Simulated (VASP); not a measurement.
The system is Sb2Te3O2.

```
Sb Te O
1.0
     6.42614    0.00000    0.00000
    -3.21307    5.56520    0.00000
     0.00000    0.00000    6.04973
Sb Te O
2 3 2
Direct
  0.33333 0.66667 0.00000
  0.66667 0.33333 0.00000
  0.71752 0.00000 0.00000
  0.00000 0.71752 0.00000
  0.28248 0.28248 0.00000
  0.00000 0.00000 0.00000
  0.00000 0.00000 0.50000
```

The cell was built by a generator and needn't be a form met in nature.

```yaml
Program: VASP 6.6.1
Task: relaxation of cell and atoms
Functional: PBE
Potentials_or_basis: VASP PAW PBE potentials, release 64 (Sb, Te, O)
Cutoff: 520 eV
k_mesh: 3 × 3 × 3
Occupations: gaussian, width 0.15 eV
Spin: no spin polarisation
```

At the start: pressure 45.5 GPa; volume 30.91 Å³/atom.

Q: How do energy, volume and symmetry change on relaxing?

A: Over 22 steps the energy falls by 2417.9 meV/atom and the volume is 33.67 Å³/atom (+8.9 %); space group P-62m (No. 189, to 0.05 Å).

Step by step:
| step | energy change (eV) | largest force (eV/Å) | pressure (GPa) | volume (Å³) |
| --- | --- | --- | --- | --- |
| 1 | 0.0000 | 0.8092 | 45.46 | 216.36 |
| 2 | 1.9602 | 0.4048 | -10.13 | 569.79 |
| 3 | -15.4934 | 0.2337 | -4.37 | 344.39 |
| 4 | -15.8993 | 0.2603 | -2.38 | 328.44 |
| 5 | -16.0022 | 0.2785 | -0.70 | 316.70 |
| 6 | -15.9995 | 0.2813 | -0.38 | 314.52 |
| 7 | -16.0750 | 0.1500 | -0.31 | 308.05 |
| 8 | -16.2905 | 0.2843 | -0.06 | 288.71 |
| 9 | -16.6139 | 1.4745 | 0.94 | 250.19 |
| 10 | -16.6521 | 1.4388 | 0.70 | 248.55 |
| 11 | -16.7417 | 1.3034 | 0.25 | 243.55 |
| 12 | -16.7512 | 1.1608 | 0.29 | 233.18 |
| 13 | -16.7812 | 1.1926 | 0.15 | 238.15 |
| 14 | -16.8092 | 1.0436 | 0.01 | 238.72 |
| 15 | -16.8703 | 0.6471 | -0.27 | 240.43 |
| 16 | -16.9016 | 0.0318 | -0.59 | 243.85 |
| 17 | -16.9043 | 0.1053 | -0.57 | 243.13 |
| 18 | -16.9099 | 0.0808 | -0.41 | 241.53 |
| 19 | -16.9137 | 0.0138 | 0.50 | 236.79 |
| 20 | -16.9147 | 0.0444 | 0.25 | 238.39 |
| 21 | -16.9194 | 0.0094 | 0.07 | 237.72 |
| 22 | -16.9255 | 0.0591 | -0.12 | 235.68 |

Final structure:
```
Sb Te O
1.0
     7.84543    0.00000    0.00000
    -3.92272    6.79434    0.00000
     0.00000    0.00000    4.42140
Sb Te O
2 3 2
Direct
  0.33333 0.66667 0.00000
  0.66667 0.33333 0.00000
  0.72417 0.00000 0.00000
  0.00000 0.72417 0.00000
  0.27583 0.27583 0.00000
  0.00000 0.00000 0.00000
  0.00000 0.00000 0.50000
```

Caveat: the k mesh is coarse (spacing up to 0.38 Å⁻¹), so the values aren't converged; this functional lacks dispersion, which binds the layers, so the pressure and a relaxed spacing across them are unreliable.
